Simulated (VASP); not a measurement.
These are PBEsol GGA, VASP's PBE PAW potentials (set 64) (plane waves; VASP 6.6.1) values and carry that method's errors.

VASP input:

File POSCAR:
```
Cd4S3Se
5.8911590
 -0.0001469707   0.9999999369   0.9992675972
  0.9999999369  -0.0001469707   0.9992675972
  0.4999264830   0.4999264830   0.0000000000
Cd Se S
4 1 3
Direct
  0.9933529705   0.9933529705   0.0132940590
  0.9962487681   0.5100095214   0.9937417105
  0.5100095214   0.9962487681   0.9937417105
  0.5003570690   0.5003570690   0.9992858620
  0.1258304524   0.1258304524   0.2483390952
  0.1264010307   0.6234648277   0.2501341416
  0.6234648277   0.1264010307   0.2501341416
  0.6243353603   0.6243353603   0.2513292794
```

INCAR:
```
SYSTEM = Cd4S3Se
PREC = Accurate
ENCUT = 400
EDIFF = 1E-7
NELM = 100
ALGO = Normal
LREAL = .FALSE.
LASPH = .TRUE.
ISMEAR = 0
SIGMA = 0.05
GGA = PS
LMAXMIX = 4
LWAVE = .FALSE.
LCHARG = .FALSE.
LORBIT = 11
ICHARG = 11
```

KPOINTS:
```
k-points along high-symmetry lines
8
Line-mode
Reciprocal
  0.000000   0.000000   0.000000 ! GAMMA
 -0.500000  -0.500000   0.000000 ! Y

 -0.500000  -0.500000   0.000000 ! Y
 -0.625000  -0.375000   0.000000 ! C_0

 -0.375000   0.375000   0.000000 ! SIGMA_0
  0.000000   0.000000   0.000000 ! GAMMA

  0.000000   0.000000   0.000000 ! GAMMA
  0.500000   0.500000   0.500000 ! Z

  0.500000   0.500000   0.500000 ! Z
  0.125000   0.875000   0.500000 ! A_0

 -0.125000   0.125000   0.500000 ! E_0
  0.000000   0.000000   0.500000 ! T

  0.000000   0.000000   0.500000 ! T
 -0.500000  -0.500000   0.000000 ! Y

  0.000000   0.000000   0.000000 ! GAMMA
 -0.500000   0.000000   0.000000 ! S

 -0.500000   0.000000   0.000000 ! S
  0.000000   0.500000   0.500000 ! R

  0.000000   0.500000   0.500000 ! R
  0.500000   0.500000   0.500000 ! Z

  0.500000   0.500000   0.500000 ! Z
  0.000000   0.000000   0.500000 ! T
```

POTCAR, in this order: Cd Se S (PBE.64 set). Program: vasp_std. Read from the step before: CHGCAR.

The run wrote:

**OUTCAR**
```
 ion  position               nearest neighbor table
   1  0.993  0.993  0.013-   6 2.52   7 2.52   5 2.60   5 2.60
   2  0.996  0.510  0.994-   6 2.53   6 2.53   8 2.53   5 2.61
   3  0.510  0.996  0.994-   7 2.53   7 2.53   8 2.53   5 2.61
   4  0.500  0.500  0.999-   8 2.54   8 2.54   6 2.54   7 2.54
   5  0.126  0.126  0.248-   1 2.60   1 2.60   2 2.61   3 2.61
   6  0.126  0.623  0.250-   1 2.52   2 2.53   2 2.53   4 2.54
   7  0.623  0.126  0.250-   1 2.52   3 2.53   3 2.53   4 2.54
   8  0.624  0.624  0.251-   2 2.53   3 2.53   4 2.54   4 2.54
  LATTYP: Found a base centered orthorhombic cell.
 ALAT       =     8.3325808955
 B/A-ratio  =     1.4129702124
 C/A-ratio  =     0.4998530508
 Subroutine PRICEL returns:
 Original cell was already a primitive cell.
 Subroutine GETGRP returns: Found  4 space group operations
The static configuration has the point symmetry C_2v.
The dynamic configuration has the point symmetry C_2v.
 Subroutine INISYM returns: Found  4 space group operations
   k-points           NKPTS =     88   k-points in BZ     NKDIM =     88   number of bands    NBANDS=     43
   number of dos      NEDOS =    301   number of ions     NIONS =      8
   total plane-waves  NPLWV =  81648
   dimension x,y,z NGX =    54 NGY =   54 NGZ =   28
   dimension x,y,z NGXF=   108 NGYF=  108 NGZF=   56
   ions per type =               4   1   3
   PREC   = accura    normal or accurate (medium, high low for compatibility)
   ISTART =      0    job   : 0-new  1-cont  2-samecut
   ICHARG =     11    charge: 1-file 2-atom 10-const
   ISPIN  =      1    spin polarized calculation?
   LNONCOLLINEAR =      F non collinear calculations
   LSORBIT =      F    spin-orbit coupling
   INIWAV =      1    electr: 0-lowe 1-rand  2-diag
   ENCUT  =  400.0 eV  29.40 Ry    5.42 a.u.  13.58 13.58  6.79*2*pi/ulx,y,z
   NELM   =    100;   NELMIN=  2; NELMDL= -5     # of ELM steps
   EDIFF  = 0.1E-06   stopping-criterion for ELM
   LREAL  =      F    real-space projection
   NLSPLINE    = F    spline interpolate recip. space projectors
   LMAXMIX     =    4 max onsite mixed and CHGCAR
   VOSKOWN=      0    Vosko Wilk Nusair interpolation
   EDIFFG = 0.1E-05   stopping-criterion for IOM
...
```

File OSZICAR:
```
       N       E                     dE             d eps       ncg     rms          rms(c)
DAV:   1     0.445169832884E+03    0.44517E+03   -0.30924E+04  7632   0.125E+03
DAV:   2     0.833446496752E+00   -0.44434E+03   -0.43630E+03  8544   0.343E+02
DAV:   3    -0.254404765463E+02   -0.26274E+02   -0.26121E+02  8761   0.818E+01
DAV:   4    -0.257947946001E+02   -0.35432E+00   -0.35376E+00  8591   0.881E+00
DAV:   5    -0.258009466372E+02   -0.61520E-02   -0.61508E-02  8834   0.110E+00
DAV:   6    -0.258010961481E+02   -0.14951E-03   -0.14950E-03  8685   0.170E-01
DAV:   7    -0.258011013030E+02   -0.51549E-05   -0.51545E-05  8806   0.284E-02
DAV:   8    -0.258011015024E+02   -0.19931E-06   -0.19932E-06  7268   0.522E-03
DAV:   9    -0.258011015114E+02   -0.90649E-08   -0.89588E-08  6035   0.116E-03
   1 F= -.25801102E+02 E0= -.25801102E+02  d E =-.190040E-10
```

File OUTCAR:
```
 val. band max:        1.2164979114   @ k =   0.0000   0.0000   0.0000

 cond. band min:       1.9909345606   @ k =   0.0000   0.0000   0.0000



 k-point     1 :       0.0000    0.0000    0.0000
  band No.  band energies     occupation
      1     -11.3319      2.00000
      2     -10.9137      2.00000
      3     -10.8911      2.00000
      4     -10.7684      2.00000
      5      -6.6676      2.00000
      6      -6.6646      2.00000
      7      -6.6617      2.00000
      8      -6.5544      2.00000
      9      -6.5435      2.00000
     10      -6.5338      2.00000
     11      -6.5242      2.00000
     12      -6.4466      2.00000
     13      -6.3256      2.00000
     14      -6.3201      2.00000
     15      -6.2087      2.00000
     16      -6.2071      2.00000
     17      -6.1603      2.00000
     18      -6.1603      2.00000
     19      -6.1574      2.00000
     20      -6.1489      2.00000
     21      -6.1001      2.00000
     22      -5.8585      2.00000
     23      -5.8128      2.00000
     24      -5.7678      2.00000
     25      -3.4276      2.00000
     26      -3.3043      2.00000
     27      -2.9202      2.00000
     28      -0.8171      2.00000
     29      -0.8002      2.00000
     30       0.2215      2.00000
     31       0.3343      2.00000
     32       0.3423      2.00000
     33       0.4577      2.00000
     34       1.1481      2.00000
     35       1.1618      2.00000
     36       1.2165      2.00000
     37       1.9909      0.00000
     38       3.8187      0.00000
     39       3.9252      0.00000
     40       4.4120      0.00000
     41       5.2217      0.00000
     42       7.4201      0.00000
     43       7.4277      0.00000

 k-point     2 :      -0.0714   -0.0714    0.0000
  band No.  band energies     occupation
      1     -11.3249      2.00000
      2     -10.9140      2.00000
      3     -10.8913      2.00000
      4     -10.7751      2.00000
      5      -6.6642      2.00000
      6      -6.6616      2.00000
...
```

The density is held fixed in this step, so its total energy and stress have no physical meaning.

The structure was generated: Cd4S3Se was put into an ordered model structure (Amm2), which need not be its known phase. It was relaxed first.
